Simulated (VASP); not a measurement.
# MgSnO2 (P4mm) in VASP: relaxation of cell and atoms with PBE

Aim: the relaxation of cell and atoms of MgSnO2 with PBE.

All numbers are computed with VASP 6.6.1; they aren't measurements. Logs are shortened: lines on timing, memory, paths and dates and some standing lists are left out, and cuts for length are marked.

## (1) The structure

Symmetry: P4mm, No. 99, tetragonal system. Conventional cell: a = 3.700 Å, b = 3.700 Å, c = 4.400 Å, α = 90.00°, β = 90.00°, γ = 90.00°. Around Mg (site symmetry 4mm) lie 4 O at 2.05 Å. Around Sn (site symmetry 4mm) lie 4 O at 2.22 Å. Around O (site symmetry 2mm) lie 2 Mg at 2.05 Å and 2 Sn at 2.22 Å.

The cell was built by a generator and needn't be a form met in nature.

## (2) Relaxation of cell and atoms, PBE

INCAR

```
SYSTEM = MgSnO2
PREC = Normal ; ENCUT = 520
EDIFF = 1E-4 ; ISMEAR = 0
SIGMA = 0.15 ; LREAL = .False.
LASPH = .True. ; NELM = 60
ALGO = Fast ; ISIF = 3
LWAVE = .False. ; LCHARG = .False.
GGA = PE ; IBRION = 2
NSW = 24 ; EDIFFG = -0.08
```

KPOINTS

```
regular mesh
0
Gamma
  4 4 4
  0 0 0
```

POSCAR

```
MgSnO2
1.0
    3.7000000000      0.0000000000      0.0000000000
    0.0000000000      3.7000000000      0.0000000000
    0.0000000000      0.0000000000      4.4000000000
Mg Sn O
1 1 2
Direct
    0.5000000000      0.5000000000      0.8000000000
    0.0000000000      0.0000000000      0.2800000000
    0.0000000000      0.5000000000      0.0000000000
    0.5000000000      0.0000000000      0.0000000000
```

Potentials or basis: VASP PAW PBE potentials, release 64 (Mg, Sn_d, O).

On the command line:

```bash
$ cat potpaw_PBE.64/Mg/POTCAR potpaw_PBE.64/Sn_d/POTCAR potpaw_PBE.64/O/POTCAR > POTCAR
$ mpirun -np 1 vasp_std > vasp.out
```

OUTCAR:

```text
SYSTEM = MgSnO2
   PREC = Normal
   ENCUT = 520
   EDIFF = 1E-4
   ISMEAR = 0
   LREAL = .False.
   LASPH = .True.
   NELM = 60
   ISIF = 3
   GGA = PE
   IBRION = 2
   NSW = 24
   EDIFFG = -0.08

 ion  position               nearest neighbor table
   1  0.500  0.500  0.800-   3 2.05   4 2.05   4 2.05   3 2.05   2 3.36   2 3.36   2 3.36   2 3.36
                             2 3.48   2 3.48   2 3.48   2 3.48
   2  0.000  0.000  0.280-   3 2.22   4 2.22   3 2.22   4 2.22   1 3.36   1 3.36   1 3.36   1 3.36
                             1 3.48   1 3.48   1 3.48   1 3.48
   3  0.000  0.500  0.000-   1 2.05   1 2.05   2 2.22   2 2.22
   4  0.500  0.000  0.000-   1 2.05   1 2.05   2 2.22   2 2.22

  LATTYP: Found a simple tetragonal cell.
 ALAT       =     3.7000000000
 C/A-ratio  =     1.1891891892

  Lattice vectors:

 A1 = (   3.7000000000,   0.0000000000,   0.0000000000)
 A2 = (   0.0000000000,   3.7000000000,   0.0000000000)
 A3 = (   0.0000000000,   0.0000000000,   4.4000000000)

Analysis of symmetry for initial positions (statically):
=====================================================================
 Subroutine PRICEL returns:
 Original cell was already a primitive cell.

 Routine SETGRP: Setting up the symmetry group for a
 simple tetragonal supercell.

 Subroutine GETGRP returns: Found  8 space group operations
 (whereof  8 operations were pure point group operations)
 out of a pool of 16 trial point group operations.

The static configuration has the point symmetry C_4v.

Analysis of symmetry for dynamics (positions and initial velocities):
=====================================================================
 Subroutine PRICEL returns:
 Original cell was already a primitive cell.

 Routine SETGRP: Setting up the symmetry group for a
 simple tetragonal supercell.

 Subroutine GETGRP returns: Found  8 space group operations
 (whereof  8 operations were pure point group operations)
 out of a pool of 16 trial point group operations.

The dynamic configuration has the point symmetry C_4v.

 Subroutine INISYM returns: Found  8 space group operations
 (whereof  8 operations are pure point group operations),
 and found     1 'primitive' translations

----------------------------------------------------------------------------------------

                                     Primitive cell

  volume of cell :      60.2360

  direct lattice vectors                    reciprocal lattice vectors
     3.700000000  0.000000000  0.000000000     0.270270270  0.000000000  0.000000000
     0.000000000  3.700000000  0.000000000     0.000000000  0.270270270  0.000000000
     0.000000000  0.000000000  4.400000000     0.000000000  0.000000000  0.227272727

  length of vectors
     3.700000000  3.700000000  4.400000000     0.270270270  0.270270270  0.227272727

  position of ions in fractional coordinates (direct lattice)
     0.500000000  0.500000000  0.800000000
     0.000000000  0.000000000  0.280000000
     0.000000000  0.500000000  0.000000000
     0.500000000  0.000000000  0.000000000

  ion indices of the primitive-cell ions
   primitive index   ion index
                 1           1
                 2           2
                 3           3
                 4           4

----------------------------------------------------------------------------------------

 KPOINTS: regular mesh

Automatic generation of k-mesh.
 Grid dimensions read from file:
 generate k-points for:    4    4    4

 Generating k-lattice:

  Cartesian coordinates                     Fractional coordinates (reciprocal lattice)
     0.067567568  0.000000000  0.000000000     0.250000000  0.000000000  0.000000000
     0.000000000  0.067567568  0.000000000     0.000000000  0.250000000  0.000000000
     0.000000000  0.000000000  0.056818182     0.000000000  0.000000000  0.250000000

  Length of vectors
     0.067567568  0.067567568  0.056818182

  Shift w.r.t. Gamma in fractional coordinates (k-lattice)
     0.000000000  0.000000000  0.000000000

 Subroutine IBZKPT returns following result:
 ===========================================

 Found     18 irreducible k-points:

 Following reciprocal coordinates:
            Coordinates               Weight
  0.000000  0.000000  0.000000      1.000000
  0.250000  0.000000  0.000000      4.000000
  0.500000  0.000000  0.000000      2.000000
  0.250000  0.250000  0.000000      4.000000
  0.500000  0.250000  0.000000      4.000000
  0.500000  0.500000  0.000000      1.000000
[... 10 lines left out ...]
  0.500000  0.250000  0.500000      4.000000
  0.500000  0.500000  0.500000      1.000000
   k-points           NKPTS =     18   k-points in BZ     NKDIM =     18   number of bands    NBANDS=     18
   number of dos      NEDOS =    301   number of ions     NIONS =      4
   total plane-waves  NPLWV =  16128
   dimension x,y,z NGX =    24 NGY =   24 NGZ =   28
   dimension x,y,z NGXF=    48 NGYF=   48 NGZF=   56
   ions per type =               1   1   2
   NGX,Y,Z   is equivalent  to a cutoff of  10.78, 10.78, 10.58 a.u.
   NGXF,Y,Z  is equivalent  to a cutoff of  21.57, 21.57, 21.16 a.u.
 SYSTEM =  MgSnO2
   PREC   = normal    normal or accurate (medium, high low for compatibility)
   ISTART =      0    job   : 0-new  1-cont  2-samecut
   ICHARG =      2    charge: 1-file 2-atom 10-const
   ISPIN  =      1    spin polarized calculation?
   LNONCOLLINEAR =      F non collinear calculations
   LSORBIT =      F    spin-orbit coupling
   LASPH  =      T    aspherical Exc in radial PAW
   ENCUT  =  520.0 eV  38.22 Ry    6.18 a.u.   6.88  6.88  8.18*2*pi/ulx,y,z
   NELM   =     60;   NELMIN=  2; NELMDL= -5     # of ELM steps
   EDIFF  = 0.1E-03   stopping-criterion for ELM
   LREAL  =      F    real-space projection
   EDIFFG = -.8E-01   stopping-criterion for IOM
   NSW    =     24    number of steps for IOM
   IBRION =      2    ionic relax: 0-MD 1-quasi-New 2-CG
   NFREE  =      1    steps in history (QN), initial steepest desc. (CG)
   ISIF   =      3    stress and relaxation
   ISYM   =      2    0-nonsym 1-usesym 2-fastsym
   POTIM  = 0.5000    time-step for ionic-motion
   TEBEG  =    0.0;   TEEND  =   0.0 temperature during run
   PSTRESS=    0.0 pullay stress
   NELECT =      28.0000    total number of electrons
   NUPDOWN=      -1.0000    fix difference up-down
   EMIN   =  10.00;   EMAX   =-10.00  energy-range for DOS
   EFERMI =   0.00;   METHOD = LEGACY
   ISMEAR =     0;   SIGMA  =   0.15  broadening in eV -4-tet -1-fermi 0-gaus
   EFERMI_NEDOS =   21; number of points for ismear=-14 and -15
   IALGO  =     68    algorithm
   IMIX   =      4    mixing-type and parameters
     AMIX     =   0.40;   BMIX     =  1.00
     AMIX_MAG =   1.60;   BMIX_MAG =  1.00
  volume/ion in A,a.u.               =      15.06       101.62
  Fermi-wavevector in a.u.,A,eV,Ry     =   1.268164  2.396483 21.881437  1.608240
  Thomas-Fermi vector in A             =   2.401274
   LORBIT       =      0    0 simple, 1 ext, 2 COOP (PROOUT), +10 PAW based schemes
   GGA     = PE    functional components
   LHFCALC =     F    Hartree Fock is set to
   AEXX    =    0.0000 exact exchange contribution
   IVDW    =     0    specifies the selected vdW correction
   LEPSILON=     F    determine dielectric tensor
   LRPA    =     F    only Hartree local field effects (RPA)
 conjugate gradient relaxation of ions
 non-spin polarized calculation
 RMM-DIIS sequential band-by-band and
 Gauss-broadening in eV      SIGMA  =   0.15
  energy-cutoff  :      520.00
  volume of cell :       60.24
 maximum number of plane-waves:      1648
   NGX = 13   NGY = 13   NGZ = 17

--------------------------------------- Ionic step        1  -------------------------------------------

 number of electron      28.0000067 magnetization

 Free energy of the ion-electron system (eV)
  ---------------------------------------------------
  ext. energy  EPLUGINS =         0.00000000
  ---------------------------------------------------
  free energy    TOTEN  =       -21.60087691 eV

  energy without entropy =      -21.60021536  energy(sigma->0) =      -21.60054613

------------------------ aborting loop because EDIFF is reached ----------------------------------------

  FORCE on cell =-STRESS in cart. coord.  units (eV):
  Direction    XX          YY          ZZ          XY          YZ          ZX
  --------------------------------------------------------------------------------------
  -------------------------------------------------------------------------------------
  Total        1.8878432      1.8878432     -2.6088935      0.0000000      0.0000000      0.0000000
  in kB       50.2134859     50.2134859    -69.3922251      0.0000000      0.0000000      0.0000000
  external PRESSURE =      10.3449156 kB  Pullay stress =       0.0000000 kB
[... 95 lines left out ...]
  FREE ENERGIE OF THE ION-ELECTRON SYSTEM (eV)
  ---------------------------------------------------
  free  energy   TOTEN  =       -21.9954916084 eV

  energy  without entropy=      -21.9954867845  energy(sigma->0) =      -21.99548920

 E-fermi :   4.4285     XC(G=0):  -9.2172

 val. band max:        3.7149643917   @ k =   0.2500   0.0000   0.5000
 cond. band min:       5.1800659333   @ k =   0.5000   0.0000   0.0000
 fundamental gap:      1.4651015417
 Fermi energy:         4.4284833776

 k-point     1 :       0.0000    0.0000    0.0000
  band No.  band energies     occupation
      1     -16.9811      2.00000
      2     -16.7233      2.00000
      3     -16.7233      2.00000
      4     -16.7210      2.00000
      5     -16.7202      2.00000
      6     -14.6490      2.00000
[... 10 lines left out ...]
     17      10.0138      0.00000
     18      10.0138      0.00000
[... 340 lines left out ...]
      2     -16.8770      2.00000
      3     -16.7500      2.00000
      4     -16.7151      2.00000
      5     -16.6663      2.00000
      6     -13.4583      2.00000
[... 10 lines left out ...]
     17       8.2546      0.00000
     18      10.7254      0.00000

[... ionic steps 4 to 14 ...]

--------------------------------------- Ionic step       15  -------------------------------------------

 number of electron      27.9999946 magnetization

------------------------ aborting loop because EDIFF is reached ----------------------------------------

  FORCE on cell =-STRESS in cart. coord.  units (eV):
  Direction    XX          YY          ZZ          XY          YZ          ZX
  --------------------------------------------------------------------------------------
  -------------------------------------------------------------------------------------
  Total       -0.4512695     -0.4512695     -0.1842681      0.0000000      0.0000000      0.0000000
  in kB       -9.6846686     -9.6846686     -3.9545657      0.0000000      0.0000000      0.0000000
  external PRESSURE =      -7.7746343 kB  Pullay stress =       0.0000000 kB
[... 61 lines left out ...]
  energy  without entropy=      -22.2919349465  energy(sigma->0) =      -22.29193495

--------------------------------------- Ionic step       17  -------------------------------------------

 number of electron      27.9999947 magnetization

 Free energy of the ion-electron system (eV)
  ---------------------------------------------------
  ext. energy  EPLUGINS =         0.00000000
  ---------------------------------------------------
  free energy    TOTEN  =       -22.29287205 eV

  energy without entropy =      -22.29287205  energy(sigma->0) =      -22.29287205

 E-fermi :   3.6159     XC(G=0):  -8.7307

 val. band max:        2.9451166315   @ k =   0.5000   0.0000   0.5000
 cond. band min:       4.5469844306   @ k =   0.0000   0.0000   0.5000
 fundamental gap:      1.6018677991
 Fermi energy:         3.6159485784

 k-point     1 :       0.0000    0.0000    0.0000
  band No.  band energies     occupation
      1     -17.6312      2.00000
      2     -17.3575      2.00000
      3     -17.3575      2.00000
      4     -17.3537      2.00000
      5     -17.3486      2.00000
      6     -15.3256      2.00000
[... 10 lines left out ...]
     17       9.4057      0.00000
     18       9.4057      0.00000
[... 386 lines left out ...]
  FREE ENERGIE OF THE ION-ELECTRON SYSTEM (eV)
  ---------------------------------------------------
  free  energy   TOTEN  =       -22.2928720455 eV

  energy  without entropy=      -22.2928720455  energy(sigma->0) =      -22.29287205

 reached required accuracy - stopping structural energy minimisation
```

It took 49 s on 1 thread of Intel Xeon 6975P-C (Granite Rapids), shared host; peak memory 0.16 GiB.

What came out:

```
Free energy                            : -22.2929 eV
Relaxed volume                         : 18.53 Å³/atom
Relaxed cell                           : a = 3.895 Å, b = 3.895 Å, c = 4.886 Å, α = 90.00°, β = 90.00°, γ = 90.00°
Space group after relaxing (to 0.05 Å) : P4mm (No. 99)
Energy gained by relaxing              : 173.0 meV/atom
Ionic steps                            : 17
Pressure after relaxing                : 0.0 GPa
Largest force after relaxing           : 0.072 eV/Å
Band gap on the k mesh                 : 1.60 eV, indirect (least direct gap 2.08 eV)
```

Forces in eV/Å, atoms in the order of the input:
```
Mg   0.000  0.000  0.072
Sn   0.000  0.000  0.072
O    0.000  0.000 -0.072
O    0.000  0.000 -0.072
```

Stress tensor (GPa, compression positive):
```
-0.07  0.00  0.00
 0.00 -0.07  0.00
 0.00  0.00  0.11
```

The path:
```
step  energy change (eV)  largest force (eV/Å)  pressure (GPa)  volume (Å³)
   1              0.0000                2.7143            1.03        60.24
   2             -0.3871                0.9857            4.01        61.03
   3             -0.3946                0.8324            4.17        61.15
   4             -0.5222                0.8650           -0.36        65.12
   5             -0.5334                0.8637           -2.65        66.81
   6             -0.6208                0.2824           -0.37        67.26
   7             -0.6312                0.2647            0.34        67.44
   8             -0.6315                0.2756            0.46        67.47
   9             -0.6482                0.1020            0.91        68.08
  10             -0.6704                0.4483            2.42        69.87
  11             -0.6768                0.4113            1.71        70.46
  12             -0.6868                0.3303            0.65        71.82
  13             -0.6893                0.1514           -0.16        74.56
  14             -0.6885                0.1583           -0.96        74.77
  15             -0.6889                0.1500           -0.78        74.66
  16             -0.6911                0.1194           -0.19        74.34
  17             -0.6920                0.0722           -0.01        74.12
```

Final structure:
```
Mg Sn O
1.0
     3.89486    0.00000    0.00000
     0.00000    3.89486    0.00000
     0.00000    0.00000    4.88571
Mg Sn O
1 1 2
Direct
  0.50000 0.50000 0.88847
  0.00000 0.00000 0.21126
  0.00000 0.50000 0.99014
  0.50000 0.00000 0.99014
```

Caveat: the k mesh is coarse (spacing up to 0.42 Å⁻¹), so the values aren't converged; the volume moved by over 15 % at a fixed basis, so the end points are rough; spin-orbit coupling is left out, which moves the levels of the heavy elements; the relaxation stopped at a loose force limit of 0.08 eV/Å, so its end isn't a converged minimum. A k mesh can miss the band edges.
